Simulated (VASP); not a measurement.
Data:

```
Cd3HgTe4
1.0
    0.00248     6.49413     6.48771
    6.49413     0.00248     6.48771
    3.24831     3.24831     0.00000
Hg Te Cd
1 4 3
Direct
  0.99996   0.99996   0.00008
  0.12544   0.12544   0.24913
  0.12525   0.62429   0.25047
  0.62429   0.12525   0.25047
  0.62502   0.62502   0.24997
  0.99974   0.50022   0.00004
  0.50022   0.99974   0.00004
  0.50010   0.50010   0.99981
```

These are PBEsol GGA, VASP's PBE PAW potentials (set 64) (plane waves; VASP) values and carry that method's errors. Numerical set-up: 400 eV cut-off, 4×4×7 Γ-centred mesh, tetrahedra with Blöchl corrections, potentials Hg Te Cd.

Unless said otherwise, spin-orbit coupling is left out, though it shifts the bands of the heavy elements here.

Task: Predict the energy per atom (σ→0), band gap (on the k-mesh) with the smallest direct gap where there is one.

Result: 
```
Item                                          Value
-----------------------------------  --------------
band gap (on the k-mesh)                    0.18 eV
smallest direct gap (on the k-mesh)         0.18 eV
energy per atom (σ→0)                -2.602 eV/atom
```

The structure was generated: Cd3HgTe4 was put into an ordered model structure (Amm2), which need not be its known phase. It was relaxed first.
